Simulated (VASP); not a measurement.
Method: PBE GGA, VASP's PBE PAW potentials (set 64) (plane waves; VASP).

VASP ran on this input.

File KPOINTS:
```
Automatic mesh
0
Gamma
15 15 15
0 0 0
```

### INCAR
```
SYSTEM = Ir
SIGMA = 0.1   ! width (eV)
LASPH = .True.   ! aspherical one-centre terms
LCHARG = .False.
ENCUT = 520   ! plane-wave cut-off (eV)
LREAL = .False.
ISMEAR = 1
LMAXMIX = 6   ! l cut-off of mixed one-centre charges
PREC = Accurate
IBRION = 2
NELM = 100
NSW = 60
ALGO = Normal   ! blocked Davidson
GGA = PE   ! PBE
LWAVE = .False.
ISIF = 3
EDIFFG = -0.01   ! ionic stop
EDIFF = 1E-6   ! SCF stop (eV)
```

**POSCAR**
```
Ir
1
    0.0000000000     1.9359633933     1.9359633933
    1.9359633933     0.0000000000     1.9359633933
    1.9359633933     1.9359633933     0.0000000000
Ir
1
Direct
  0.0000000000   0.0000000000   0.0000000000
```

POTCAR, in this order: Ir (PBE.64 set). Program: vasp_std.

The run wrote:

OSZICAR:
```
       N       E                     dE             d eps       ncg     rms          rms(c)
DAV:   1     0.435787624926E+02    0.43579E+02   -0.45402E+03  1952   0.103E+03
DAV:   2    -0.879098382874E+01   -0.52370E+02   -0.50511E+02  1944   0.207E+02
DAV:   3    -0.941933374083E+01   -0.62835E+00   -0.62748E+00  2808   0.304E+01
DAV:   4    -0.942311273342E+01   -0.37790E-02   -0.37790E-02  2560   0.169E+00
DAV:   5    -0.942314316540E+01   -0.30432E-04   -0.30433E-04  2816   0.907E-02    0.142E+01
DAV:   6    -0.894647707681E+01    0.47667E+00   -0.10332E+00  2272   0.142E+01    0.577E+00
DAV:   7    -0.886119326371E+01    0.85284E-01   -0.31622E-01  2488   0.732E+00    0.153E+00
DAV:   8    -0.885631532992E+01    0.48779E-02   -0.17368E-03  2088   0.643E-01    0.683E-01
DAV:   9    -0.885494180164E+01    0.13735E-02   -0.10682E-03  2472   0.542E-01    0.124E-02
DAV:  10    -0.885494807650E+01   -0.62749E-05   -0.43329E-06  2576   0.211E-02    0.676E-03
DAV:  11    -0.885494859824E+01   -0.52174E-06   -0.24778E-07  1632   0.527E-03
   1 F= -.88549486E+01 E0= -.88548294E+01  d E =-.885495E+01
```

**OUTCAR**
```
------------------------ aborting loop because EDIFF is reached ----------------------------------------
  FORCE on cell =-STRESS in cart. coord.  units (eV):
  Direction    XX          YY          ZZ          XY          YZ          ZX
  --------------------------------------------------------------------------------------
  Total       -0.0015118     -0.0015118     -0.0015118      0.0000000     -0.0000000      0.0000000
  in kB       -0.1669084     -0.1669084     -0.1669084      0.0000000     -0.0000000      0.0000000
  external PRESSURE =      -0.1669084 kB  Pullay stress =       0.0000000 kB
  volume of cell :       14.51
      direct lattice vectors                 reciprocal lattice vectors
     0.000000000  1.935963393  1.935963393    -0.258269346  0.258269346  0.258269346
     1.935963393  0.000000000  1.935963393     0.258269346 -0.258269346  0.258269346
     1.935963393  1.935963393  0.000000000     0.258269346  0.258269346 -0.258269346
 POSITION                                       TOTAL-FORCE (eV/Angst)
 -----------------------------------------------------------------------------------
      0.00000      0.00000      0.00000         0.000000      0.000000      0.000000
 -----------------------------------------------------------------------------------
    total drift:                               -0.000000     -0.000000     -0.000000
  FREE ENERGIE OF THE ION-ELECTRON SYSTEM (eV)
  ---------------------------------------------------
  free  energy   TOTEN  =        -8.8549485982 eV

  energy  without entropy=       -8.8545911480  energy(sigma->0) =       -8.85482945

 reached required accuracy - stopping structural energy minimisation
```
(Selected blocks of OUTCAR.)

The compound is Ir in the fcc structure. It was relaxed first. The start is the result of an earlier pass.
